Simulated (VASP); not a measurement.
Method: PBEsol GGA, VASP's PBE PAW potentials (set 64) (plane waves; VASP).

The input files of a VASP run:

**INCAR**
```
! general
SYSTEM  = NiSi2
PREC    = Accurate
ENCUT   = 480
LREAL   = .FALSE.
LASPH   = .TRUE.

! electronic loop
EDIFF   = 1E-7
NELM    = 100
ALGO    = Normal
LMAXMIX = 4

! smearing
ISMEAR  = 1
SIGMA   = 0.1

! functional
GGA     = PS

! ions
ISIF    = 2

! output
LWAVE   = .FALSE.
LCHARG  = .FALSE.
```

### KPOINTS
```
Automatic mesh
0
Gamma
10 10 10
0 0 0
```

POSCAR:
```
NiSi2
1
   -0.0000000000     2.6985092709     2.6985092709
    2.6985092709     0.0000000000     2.6985092709
    2.6985092709     2.6985092709    -0.0000000000
Si Ni
2 1
Direct
  0.2500000000   0.2500000000   0.2500000000
  0.7500000000   0.7500000000   0.7500000000
  0.0000000000   0.0000000000   0.0000000000
```

POTCAR, in this order: Si Ni (PBE.64 set). Program: vasp_std.

Output

**OSZICAR**
```
       N       E                     dE             d eps       ncg     rms          rms(c)
DAV:   1     0.675389156531E+02    0.67539E+02   -0.76083E+03  1222   0.133E+03
DAV:   2    -0.171502166014E+02   -0.84689E+02   -0.80074E+02  1252   0.244E+02
DAV:   3    -0.211805502851E+02   -0.40303E+01   -0.39235E+01  1614   0.599E+01
DAV:   4    -0.212588056723E+02   -0.78255E-01   -0.78191E-01  1402   0.797E+00
DAV:   5    -0.212609654872E+02   -0.21598E-02   -0.21594E-02  1629   0.141E+00    0.173E+01
DAV:   6    -0.261940979895E+02   -0.49331E+01   -0.59370E+01  1323   0.191E+02    0.258E+01
DAV:   7    -0.191216416008E+02    0.70725E+01   -0.17243E+01  1467   0.118E+02    0.421E+00
DAV:   8    -0.190324583379E+02    0.89183E-01   -0.23833E+00  1786   0.262E+01    0.260E+00
DAV:   9    -0.189836974303E+02    0.48761E-01   -0.27943E-01  1530   0.105E+01    0.600E-01
DAV:  10    -0.189817682326E+02    0.19292E-02   -0.10398E-02  1732   0.210E+00    0.272E-01
DAV:  11    -0.189816775347E+02    0.90698E-04   -0.82456E-04  1518   0.233E-01    0.554E-02
DAV:  12    -0.189816961730E+02   -0.18638E-04   -0.31648E-05  1595   0.775E-02    0.207E-02
DAV:  13    -0.189816922626E+02    0.39104E-05   -0.13358E-05  1651   0.891E-02    0.763E-03
DAV:  14    -0.189816922601E+02    0.24991E-08   -0.19932E-06  1880   0.169E-02    0.368E-03
DAV:  15    -0.189816921730E+02    0.87163E-07   -0.39982E-07  1415   0.143E-02
   1 F= -.18981692E+02 E0= -.18981284E+02  d E =-.122555E-02
```

### OUTCAR
```
------------------------ aborting loop because EDIFF is reached ----------------------------------------
  FORCE on cell =-STRESS in cart. coord.  units (eV):
  Direction    XX          YY          ZZ          XY          YZ          ZX
  --------------------------------------------------------------------------------------
  Total       -0.1166276     -0.1166276     -0.1166276      0.0000000      0.0000000     -0.0000000
  in kB       -4.7545598     -4.7545598     -4.7545598      0.0000000      0.0000000     -0.0000000
  external PRESSURE =      -4.7545598 kB  Pullay stress =       0.0000000 kB
  volume of cell :       39.30
      direct lattice vectors                 reciprocal lattice vectors
     0.000000000  2.698509271  2.698509271    -0.185287486  0.185287486  0.185287486
     2.698509271  0.000000000  2.698509271     0.185287486 -0.185287486  0.185287486
     2.698509271  2.698509271  0.000000000     0.185287486  0.185287486 -0.185287486
 POSITION                                       TOTAL-FORCE (eV/Angst)
 -----------------------------------------------------------------------------------
      1.34925      1.34925      1.34925        -0.000000     -0.000000     -0.000000
      4.04776      4.04776      4.04776         0.000000      0.000000      0.000000
      0.00000      0.00000      0.00000        -0.000000     -0.000000     -0.000000
 -----------------------------------------------------------------------------------
    total drift:                               -0.000000     -0.000000      0.000000
  FREE ENERGIE OF THE ION-ELECTRON SYSTEM (eV)
  ---------------------------------------------------
  free  energy   TOTEN  =       -18.9816921730 eV

  energy  without entropy=      -18.9804666220  energy(sigma->0) =      -18.98128366
```
(Selected blocks of OUTCAR.)

The compound is NiSi2 in the fluorite structure. It was relaxed first. The run is not spin-polarised, so no magnetic state was tried.
